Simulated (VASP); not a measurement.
Level of theory: LDA (Ceperley-Alder, Perdew-Zunger), VASP's LDA PAW potentials (set 64) (plane waves; VASP).

VASP ran on this input.

**KPOINTS**
```
k-points along high-symmetry lines
15
Line-mode
Reciprocal
  0.000000   0.000000   0.000000 ! GAMMA
  0.500000  -0.500000   0.500000 ! H

  0.500000  -0.500000   0.500000 ! H
  0.000000   0.000000   0.500000 ! N

  0.000000   0.000000   0.500000 ! N
  0.000000   0.000000   0.000000 ! GAMMA

  0.000000   0.000000   0.000000 ! GAMMA
  0.250000   0.250000   0.250000 ! P

  0.250000   0.250000   0.250000 ! P
  0.500000  -0.500000   0.500000 ! H

  0.250000   0.250000   0.250000 ! P
  0.000000   0.000000   0.500000 ! N
```

POSCAR:
```
V
1
   -1.4634402604     1.4634402604     1.4634402604
    1.4634402604    -1.4634402604     1.4634402604
    1.4634402604     1.4634402604    -1.4634402604
V
1
Direct
  0.0000000000   0.0000000000   0.0000000000
```

### INCAR
```
SYSTEM = V
PREC = Accurate; ENCUT = 520; LREAL = .False.
LASPH = .True.; ICHARG = 11
EDIFF = 1E-7; NELM = 100; ALGO = Normal
LMAXMIX = 4
ISMEAR = 0; SIGMA = 0.05
LWAVE = .False.; LCHARG = .False.; LORBIT = 11
```

POTCAR, in this order: V_sv (LDA.64 set). Program: vasp_std. Read from the step before: CHGCAR.

What will the output report for the number of irreducible k-points (NKPTS), largest plane-wave count, number of space-group operations, FFT grid (NGX, NGY, NGZ)?

| Property | Result |
|---|---|
| number of irreducible k-points (NKPTS) | 90 |
| largest plane-wave count | 370 |
| number of space-group operations | 48 |
| FFT grid (NGX, NGY, NGZ) | 20 × 20 × 20 |

The compound is V in the bcc structure. It was relaxed first, which changed the volume by -10 %. The run is not spin-polarised, so no magnetic state was tried.
